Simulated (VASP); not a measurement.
Output of a VASP run:

File OSZICAR:
```
       N       E                     dE             d eps       ncg     rms          rms(c)
DAV:   1     0.319669316703E+02    0.31967E+02   -0.36108E+03  1116   0.631E+02
DAV:   2     0.608454735363E+00   -0.31358E+02   -0.30794E+02  1364   0.163E+02
DAV:   3    -0.170235448769E+01   -0.23108E+01   -0.23014E+01  1790   0.282E+01
DAV:   4    -0.174497492507E+01   -0.42620E-01   -0.42540E-01  1424   0.310E+00
DAV:   5    -0.174579373025E+01   -0.81881E-03   -0.81858E-03  1514   0.321E-01    0.193E+01
DAV:   6    -0.174451520370E+01    0.12785E-02   -0.64617E-03  1336   0.102E+00    0.114E+01
DAV:   7    -0.174444429038E+01    0.70913E-04   -0.23882E-03  1362   0.595E-01    0.653E+00
DAV:   8    -0.174435594776E+01    0.88343E-04   -0.35575E-03  1422   0.705E-01    0.201E-01
DAV:   9    -0.174435815853E+01   -0.22108E-05   -0.50702E-04  1690   0.149E-01    0.473E-02
DAV:  10    -0.174437304690E+01   -0.14888E-04   -0.23242E-05  1510   0.293E-02    0.227E-02
DAV:  11    -0.174438382097E+01   -0.10774E-04   -0.32556E-06  1070   0.178E-02    0.996E-03
DAV:  12    -0.174438367469E+01    0.14628E-06   -0.93820E-08   710   0.271E-03
   1 F= -.17443837E+01 E0= -.17256004E+01  d E =-.375666E-01  mag=     0.0000    -0.0000     0.0000
```

### OUTCAR
```
------------------------ aborting loop because EDIFF is reached ----------------------------------------
  FORCE on cell =-STRESS in cart. coord.  units (eV):
  Direction    XX          YY          ZZ          XY          YZ          ZX
  --------------------------------------------------------------------------------------
  Total        0.1491492      0.1491492      0.1491492     -0.0000000     -0.0000000     -0.0000000
  in kB        4.5338357      4.5338357      4.5338357     -0.0000000     -0.0000000     -0.0000000
  external PRESSURE =       4.5338357 kB  Pullay stress =       0.0000000 kB
  volume of cell :       52.71
      direct lattice vectors                 reciprocal lattice vectors
     0.000000000  2.975856000  2.975856000    -0.168018883  0.168018883  0.168018883
     2.975856000  0.000000000  2.975856000     0.168018883 -0.168018883  0.168018883
     2.975856000  2.975856000  0.000000000     0.168018883  0.168018883 -0.168018883
 POSITION                                       TOTAL-FORCE (eV/Angst)
 -----------------------------------------------------------------------------------
      0.00000      0.00000      0.00000         0.000000      0.000000      0.000000
 -----------------------------------------------------------------------------------
    total drift:                               -0.000000      0.000000      0.000000
  FREE ENERGIE OF THE ION-ELECTRON SYSTEM (eV)
  ---------------------------------------------------
  free  energy   TOTEN  =        -1.7443836747 eV

  energy  without entropy=       -1.7068171164  energy(sigma->0) =       -1.72560040

 total charge

# of ion       s       p       d       tot
------------------------------------------
    1        2.065   5.725   0.141   7.931

 magnetization (x)

# of ion       s       p       d       tot
------------------------------------------
    1        0.000  -0.000   0.000  -0.000

 magnetization (y)

# of ion       s       p       d       tot
------------------------------------------
    1       -0.000  -0.000   0.000  -0.000

 magnetization (z)

# of ion       s       p       d       tot
------------------------------------------
    1       -0.000   0.000   0.000  -0.000

 Ion:    1  E_soc:     -0.1760284
```
(Selected blocks of OUTCAR.)

**POSCAR**
```
Sr
1
    0.0000000000     2.9758560000     2.9758560000
    2.9758560000     0.0000000000     2.9758560000
    2.9758560000     2.9758560000     0.0000000000
Sr
1
Direct
  0.0000000000   0.0000000000   0.0000000000
```

Problem. Write an INCAR and KPOINTS that could have produced this output.

Solution. This is not unique; one that fits is the input of the run itself, PBE GGA with spin-orbit coupling, plane waves, VASP's PBE PAW potentials (set 64).

KPOINTS:
```
Automatic mesh
0
Gamma
8 8 8
0 0 0
```

### INCAR
```
# general
SYSTEM       =Sr
PREC         =Accurate
ENCUT        =300
LREAL        =F
LASPH        =T

# electronic loop
EDIFF        =1E-6
NELM         =100
ALGO         =Normal
LMAXMIX      =4

# smearing
ISMEAR       =-1
SIGMA        =0.1

# functional
GGA          =PE
GGA_COMPAT   =F

# spin
MAGMOM       =3*0.0
LSORBIT      =T
LNONCOLLINEAR=T

# ions
ISIF         =2

# output
LWAVE        =F
LCHARG       =F
LORBIT       =11
```

POTCAR, in this order: Sr_sv (PBE.64 set). Program: vasp_ncl.

At this cut-off the stress carries a Pulay error, which pulls relaxed volumes low.

The structure is a typed Sr crystal (Fm-3m). The cell was not relaxed at this level. The run is one of a series of settings (GGA_COMPAT = .FALSE., LNONCOLLINEAR = .TRUE., LSORBIT = .TRUE., MAGMOM = 0.0 0.0 0.0, program vasp_ncl against the base run), some of them coarse on purpose.
